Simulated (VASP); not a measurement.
Here is the system:

```xyz
2
Lattice="0.0000 2.1463 2.1463 2.1463 0.0000 2.1463 2.1463 2.1463 0.0000" Properties=species:S:1:pos:R:3 pbc="T T T"
Ti     0.0000     0.0000     0.0000
C      2.1463     2.1463     2.1463
```

These are PBE GGA with D3 dispersion (Becke-Johnson damping), VASP's PBE PAW potentials (set 64) (plane waves; VASP) values and carry that method's errors. Numerical set-up: 520 eV cut-off, Gaussian smearing of 0.050 eV, potentials Ti_sv C.

**Question.** Give the energies of bands 6 to 11 at the high-symmetry points, in eV from the Fermi level.

**Answer.** 
| band | Γ | X | U | L | W |
|---|---|---|---|---|---|
| 6 | 0.68 | -3.48 | -3.57 | -5.99 | -3.22 |
| 7 | 0.68 | -1.73 | -3.41 | -3.01 | -3.22 |
| 8 | 0.68 | -0.04 | -1.79 | -3.01 | -2.80 |
| 9 | 1.69 | -0.04 | 1.48 | 3.00 | 2.85 |
| 10 | 1.69 | 2.78 | 3.22 | 3.00 | 2.85 |
| 11 | 1.69 | 3.62 | 3.94 | 4.22 | 3.62 |

It has no gap at this level: it comes out as a metal or semimetal.

The compound is TiC in the rock salt structure. It was relaxed first.
